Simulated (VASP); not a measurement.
```xyz
63
Lattice="8.7583 0.0000 0.0000 0.0000 8.7583 0.0000 0.0000 0.0000 8.7583" Properties=species:S:1:pos:R:3 pbc="T T T"
Si     4.3648     0.0081     0.0124
Si     6.5668     2.1905     0.0067
Si     6.5665     0.0025     2.1952
Si     8.7540     0.0020     0.0072
Si     2.1816     2.1735     0.0024
Si     4.3745     4.3816     8.7503
Si     6.5828     6.5745     0.0015
Si     2.1820     8.7549     2.1784
Si     4.3296     2.1676     2.1715
Si     6.5907     4.4281     2.1693
Si     4.3744     8.7459     4.3874
Si     6.5972     2.1589     4.4380
Si     6.5831     8.7538     6.5807
Si     8.7490     4.3928     0.0124
Si     2.1931     6.5644     0.0033
Si     8.7542     2.1898     2.1946
Si     2.1854     4.3860     2.1848
Si     4.3707     6.5707     2.1851
Si     8.7505     0.0056     4.3979
Si     2.1864     2.1793     4.3907
Si     6.5765     6.5690     4.3910
Si     2.1921     8.7569     6.5695
Si     4.3698     2.1808     6.5750
Si     6.5758     4.3865     6.5743
Si     0.0018     6.5751     2.1783
Si     0.0104     4.3815     4.3863
Si     2.2036     6.5524     4.3951
Si     0.0023     2.1735     6.5804
Si     2.2044     4.3894     6.5561
Si     4.3673     6.5516     6.5565
Si     8.7574     6.5636     6.5691
C      5.4732     1.1119     1.1165
C      7.6459     3.2829     1.1155
C      7.6480     1.1088     3.2883
C      1.0851     1.0944     1.1000
C      3.2807     3.2931     1.0912
C      5.4632     5.4758     1.0908
C      7.6613     7.6714     1.1000
C      3.2814     1.0864     3.2967
C      7.6707     5.4752     3.2966
C      5.4640     1.0851     5.4821
C      7.6707     3.2924     5.4812
C      7.6617     1.0946     7.6765
C      1.0862     5.4770     1.0921
C      3.2808     7.6712     1.0928
C      1.0975     3.2804     3.2862
C      3.2567     5.4989     3.2449
C      5.4752     7.6588     3.2866
C      1.0863     1.0869     5.4817
C      3.2590     3.2397     5.5010
C      5.5159     5.4972     5.5011
C      7.6689     7.6701     5.4813
C      3.2800     1.0882     7.6757
C      5.4752     3.2808     7.6637
C      7.6686     5.4763     7.6756
C      1.0869     7.6697     3.2979
C      1.0938     5.4726     5.4777
C      3.2835     7.6620     5.4787
C      1.0873     3.2926     7.6754
C      3.2834     5.4728     7.6657
C      5.4635     7.6694     7.6749
C      1.0917     7.6644     7.6697
V      4.4729     4.2807     4.2805
```

These are HSE06 screened hybrid, VASP's PBE PAW potentials (set 64) (plane waves; VASP) values and carry that method's errors. Settings: PREC = Normal, LREAL = Auto, ISYM = 0, EDIFF = 1E-5, 400 eV cut-off, 1×1×1 Γ-centred mesh, Gaussian smearing of 0.050 eV, potentials Si C V_sv. Starting moments (MAGMOM): 63*0.0159. The cell's moment is fixed (NUPDOWN = 1).

The supercell is sampled at Γ alone, which is coarse: total energies, pressure and levels can be off, energies of defects by several tenths of an eV.

Problem. What does the run give for the cell moment, energy per atom (σ→0)?

Solution. 
```yaml
cell_moment: 1.00 μB
energy per atom (σ→0): -836.3 kJ/mol of atoms
```

Problem. Give the moment on each site (PAW-sphere projection).

Solution. 
```tsv
site	moment (μB)
Si1	0.00
Si2	0.00
Si3	0.00
Si4	0.00
Si5	0.00
Si6	0.00
Si7	0.00
Si8	0.00
Si9	0.00
Si10	0.00
Si11	0.00
Si12	0.00
Si13	0.00
Si14	0.00
Si15	0.00
Si16	0.00
Si17	0.00
Si18	0.00
Si19	0.00
Si20	0.00
Si21	0.00
Si22	0.00
Si23	0.00
Si24	0.00
Si25	0.00
Si26	0.00
Si27	0.00
Si28	0.00
Si29	0.00
Si30	0.00
Si31	0.00
C32	0.00
C33	0.00
C34	0.00
C35	0.00
C36	0.01
C37	0.01
C38	0.00
C39	0.01
C40	0.01
C41	0.01
C42	0.01
C43	0.00
C44	0.00
C45	0.00
C46	-0.01
C47	-0.03
C48	-0.01
C49	0.00
C50	-0.03
C51	-0.03
C52	0.00
C53	0.00
C54	-0.01
C55	0.00
C56	0.00
C57	0.00
C58	0.00
C59	0.00
C60	0.00
C61	0.00
C62	-0.01
V63	1.51
```

Total energies compare only between runs with the same potentials, cut-off and functional.

The cell is a supercell with a defect, built from SiC (zinc blende): V_Si-vac_C. The cell's shape comes from a PBE relaxation.
